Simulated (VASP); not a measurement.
Output of a VASP run:

**OUTCAR**
```
 ion  position               nearest neighbor table
   1  0.000  0.000  0.000-   2 2.14   2 2.14   2 2.14   2 2.14   2 2.14   2 2.14
   2  0.500  0.500  0.500-   1 2.14   1 2.14   1 2.14   1 2.14   1 2.14   1 2.14
  LATTYP: Found a face centered cubic cell.
 ALAT       =     4.2747942882
 Subroutine PRICEL returns:
 Original cell was already a primitive cell.
 Subroutine GETGRP returns: Found 48 space group operations
The static configuration has the point symmetry O_h .
The dynamic configuration has the point symmetry O_h .
 Subroutine INISYM returns: Found 48 space group operations
 Subroutine IBZKPT returns following result:
 Found     47 irreducible k-points:

 Following reciprocal coordinates:
            Coordinates               Weight
  0.000000  0.000000  0.000000      1.000000
  0.100000  0.000000  0.000000      8.000000
  0.200000  0.000000  0.000000      8.000000
  0.300000  0.000000  0.000000      8.000000
  0.400000  0.000000  0.000000      8.000000
  0.500000  0.000000  0.000000      4.000000
  0.100000  0.100000  0.000000      6.000000
  0.200000  0.100000  0.000000     24.000000
  0.300000  0.100000  0.000000     24.000000
  0.400000  0.100000  0.000000     24.000000
  0.500000  0.100000  0.000000     24.000000
 -0.400000  0.100000  0.000000     24.000000
 -0.300000  0.100000  0.000000     24.000000
 -0.200000  0.100000  0.000000     24.000000
 -0.100000  0.100000  0.000000     12.000000
  0.200000  0.200000  0.000000      6.000000
  0.300000  0.200000  0.000000     24.000000
  0.400000  0.200000  0.000000     24.000000
  0.500000  0.200000  0.000000     24.000000
 -0.400000  0.200000  0.000000     24.000000
 -0.300000  0.200000  0.000000     24.000000
 -0.200000  0.200000  0.000000     12.000000
  0.300000  0.300000  0.000000      6.000000
  0.400000  0.300000  0.000000     24.000000
  0.500000  0.300000  0.000000     24.000000
 -0.400000  0.300000  0.000000     24.000000
 -0.300000  0.300000  0.000000     12.000000
  0.400000  0.400000  0.000000      6.000000
  0.500000  0.400000  0.000000     24.000000
 -0.400000  0.400000  0.000000     12.000000
  0.500000  0.500000  0.000000      3.000000
  0.300000  0.200000  0.100000     24.000000
  0.400000  0.200000  0.100000     48.000000
  0.500000  0.200000  0.100000     48.000000
 -0.400000  0.200000  0.100000     24.000000
  0.400000  0.300000  0.100000     24.000000
  0.500000  0.300000  0.100000     48.000000
 -0.400000  0.300000  0.100000     48.000000
 -0.300000  0.300000  0.100000     48.000000
 -0.200000  0.300000  0.100000     24.000000
   k-points           NKPTS =     47   k-points in BZ     NKDIM =     47   number of bands    NBANDS=      8
   number of dos      NEDOS =    301   number of ions     NIONS =      2
   total plane-waves  NPLWV =  13824
   dimension x,y,z NGX =    24 NGY =   24 NGZ =   24
   dimension x,y,z NGXF=    48 NGYF=   48 NGZF=   48
   ions per type =               1   1
   PREC   = accura    normal or accurate (medium, high low for compatibility)
   ISTART =      0    job   : 0-new  1-cont  2-samecut
   ICHARG =      2    charge: 1-file 2-atom 10-const
   ISPIN  =      1    spin polarized calculation?
   LNONCOLLINEAR =      F non collinear calculations
   LSORBIT =      F    spin-orbit coupling
   INIWAV =      1    electr: 0-lowe 1-rand  2-diag
   ENCUT  =  520.0 eV  38.22 Ry    6.18 a.u.   5.62  5.62  5.62*2*pi/ulx,y,z
   NELM   =    100;   NELMIN=  2; NELMDL= -5     # of ELM steps
   EDIFF  = 0.1E-05   stopping-criterion for ELM
   LREAL  =      F    real-space projection
   NLSPLINE    = F    spline interpolate recip. space projectors
   LMAXMIX     =    2 max onsite mixed and CHGCAR
   VOSKOWN=      0    Vosko Wilk Nusair interpolation
   EDIFFG = -.1E-01   stopping-criterion for IOM
   NSW    =     60    number of steps for IOM
   NBLOCK =      1;   KBLOCK =     60    inner block; outer block
   IBRION =      2    ionic relax: 0-MD 1-quasi-New 2-CG
...
```

OSZICAR:
```
       N       E                     dE             d eps       ncg     rms          rms(c)
DAV:   1     0.155142760279E+02    0.15514E+02   -0.47330E+03   880   0.878E+02
DAV:   2    -0.107666551864E+02   -0.26281E+02   -0.25449E+02   888   0.138E+02
DAV:   3    -0.111682203408E+02   -0.40157E+00   -0.40157E+00   976   0.193E+01
DAV:   4    -0.111687855404E+02   -0.56520E-03   -0.56520E-03   968   0.708E-01
DAV:   5    -0.111687861950E+02   -0.65453E-06   -0.65453E-06  1008   0.189E-02    0.872E+00
DAV:   6    -0.902243976932E+01    0.21463E+01   -0.15599E+01   752   0.278E+01    0.254E+00
DAV:   7    -0.900747794104E+01    0.14962E-01   -0.12323E-01   800   0.362E+00    0.137E+00
DAV:   8    -0.900667252453E+01    0.80542E-03   -0.64607E-02   752   0.361E+00    0.194E-01
DAV:   9    -0.900634214024E+01    0.33038E-03   -0.28901E-04  1104   0.205E-01    0.840E-02
DAV:  10    -0.900675097744E+01   -0.40884E-03   -0.84331E-04   752   0.371E-01    0.110E-02
DAV:  11    -0.900674868619E+01    0.22912E-05   -0.21914E-06   936   0.188E-02    0.551E-03
DAV:  12    -0.900675271134E+01   -0.40251E-05   -0.11279E-05   752   0.431E-02    0.594E-04
DAV:  13    -0.900675274915E+01   -0.37817E-07   -0.49435E-08   448   0.271E-03
   1 F= -.90067527E+01 E0= -.90067527E+01  d E =-.900675E+01
```

### OUTCAR
```
------------------------ aborting loop because EDIFF is reached ----------------------------------------
  FORCE on cell =-STRESS in cart. coord.  units (eV):
  Direction    XX          YY          ZZ          XY          YZ          ZX
  --------------------------------------------------------------------------------------
  Total        0.0066052      0.0066052      0.0066052      0.0000000     -0.0000000     -0.0000000
  in kB        0.5418898      0.5418898      0.5418898      0.0000000     -0.0000000     -0.0000000
  external PRESSURE =       0.5418898 kB  Pullay stress =       0.0000000 kB
  volume of cell :       19.53
      direct lattice vectors                 reciprocal lattice vectors
     0.000000000  2.137397144  2.137397144    -0.233929385  0.233929385  0.233929385
     2.137397144  0.000000000  2.137397144     0.233929385 -0.233929385  0.233929385
     2.137397144  2.137397144  0.000000000     0.233929385  0.233929385 -0.233929385
  FREE ENERGIE OF THE ION-ELECTRON SYSTEM (eV)
  ---------------------------------------------------
  free  energy   TOTEN  =        -9.0067527492 eV

  energy  without entropy=       -9.0067527492  energy(sigma->0) =       -9.00675275

 reached required accuracy - stopping structural energy minimisation
```
(Selected blocks of OUTCAR.)

### POSCAR
```
MgO
1
    0.0000000000     2.1373971441     2.1373971441
    2.1373971441     0.0000000000     2.1373971441
    2.1373971441     2.1373971441     0.0000000000
Mg O
1 1
Direct
  0.0000000000   0.0000000000   0.0000000000
  0.5000000000   0.5000000000   0.5000000000
```

Question: Reconstruct the remaining input files.

Answer: One answer among several that fit: the input of the run itself, vdW-DF2, plane waves, VASP's PBE PAW potentials (set 64).

INCAR:
```
# general
SYSTEM   = MgO
PREC     = Accurate
ENCUT    = 520
LREAL    = F
LASPH    = T

# electronic loop
EDIFF    = 1E-6
NELM     = 100
ALGO     = Normal

# smearing
ISMEAR   = 0
SIGMA    = 0.05

# functional
GGA      = ML
LUSE_VDW = T
AGGAC    = 0.0
ZAB_VDW  = -1.8867

# ions
IBRION   = 2
NSW      = 60
ISIF     = 3
EDIFFG   = -0.01

# output
LWAVE    = F
LCHARG   = F
```

**KPOINTS**
```
Automatic
0
gamma
10 10 10
0 0 0
```

POTCAR, in this order: Mg O (PBE.64 set). Program: vasp_std.

The compound is MgO in the rock salt structure. It was relaxed first. The start is the result of an earlier pass.
